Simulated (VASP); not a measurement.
```
CELL_PARAMETERS angstrom
      2.12679    -3.68370     0.00000
      2.12679     3.68370     0.00000
      0.00000     0.00000     6.90774
ATOMIC_POSITIONS crystal
  Cd 0.66667 0.33333 0.49998
  Cd 0.33333 0.66667 0.99998
  S  0.66667 0.33333 0.87702
  S  0.33333 0.66667 0.37702
```

The numbers are results of r2SCAN meta-GGA, VASP's PBE PAW potentials (set 64) (plane waves; VASP), not measurements. Settings: 520 eV cut-off, 6×6×4 Γ-centred mesh, Gaussian smearing of 0.050 eV, potentials Cd S.

Q: Give the stress tensor in GPa (positive for a compressed cell).

A: 
```
-3.09   0.00   0.00
 0.00  -3.09   0.00
 0.00   0.00  -3.07
```
The pressure is its mean diagonal, -3.08 GPa.

The compound is CdS in the wurtzite structure. This cell is one point of a volume scan, at 1.06 of the reference volume.
